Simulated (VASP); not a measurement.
A run of VASP 6.6.1 is set up as follows.

The input INCAR:

```
PREC = Accurate
ENCUT = 600
EDIFF = 1E-6
ISMEAR = 0
SIGMA = 0.03
LREAL = F
LASPH = T
NELM = 80
ALGO = Normal
ISIF = 3
LWAVE = F
LCHARG = F
IBRION = 2
NSW = 90
EDIFFG = -0.01
PSTRESS = 13.0
KPAR = 2
```

Contents of KPOINTS:

```
Automatic mesh
0
Gamma
  4 8 8
```

Contents of POSCAR:

```
SnSe
1.0
   11.4200000000      0.0000000000      0.0000000000
    0.0000000000      4.1900000000      0.0000000000
    0.0000000000      0.0000000000      4.4600000000
Sn Se
4 4
Direct
    0.1230000000      0.2500000000      0.0910000000
    0.3770000000      0.7500000000      0.5910000000
    0.6230000000      0.2500000000      0.4090000000
    0.8770000000      0.7500000000      0.9090000000
    0.3570000000      0.2500000000      0.0160000000
    0.1430000000      0.7500000000      0.5160000000
    0.8570000000      0.2500000000      0.4840000000
    0.6430000000      0.7500000000      0.9840000000
```

Potentials or basis: VASP PAW LDA potentials, release 64 (Sn_d, Se).

Launch:

```sh
$ cat potpaw_LDA.64/Sn_d/POTCAR potpaw_LDA.64/Se/POTCAR > POTCAR
$ mpirun -np 2 vasp_std > vasp.out
```

Q: Predict the band gap on the k mesh.

A: 0.28 eV, indirect (least direct gap 0.68 eV).

Q: Predict the space group after relaxing (to 0.05 Å).

A: Pnma (No. 62).

Q: What does it give for the relaxed cell?

A: a = 11.223 Å, b = 4.097 Å, c = 4.254 Å, α = 90.00°, β = 90.00°, γ = 90.00°.

Q: What does it give for the relaxed volume?

A: 24.45 Å³/atom.

Forces on the atoms (eV/Å):
```
Sn   0.003  0.000  0.000
Sn  -0.003  0.000  0.000
Sn   0.003  0.000  0.000
Sn  -0.003  0.000  0.000
Se  -0.003  0.000 -0.004
Se   0.003  0.000 -0.004
Se  -0.003  0.000  0.004
Se   0.003  0.000  0.004
```

Caveat: the cell is relaxed towards a set pressure, so the enthalpy falls and the energy may rise; spin-orbit coupling is left out, which moves the levels of the heavy elements. LDA usually gives volumes a few per cent too small.
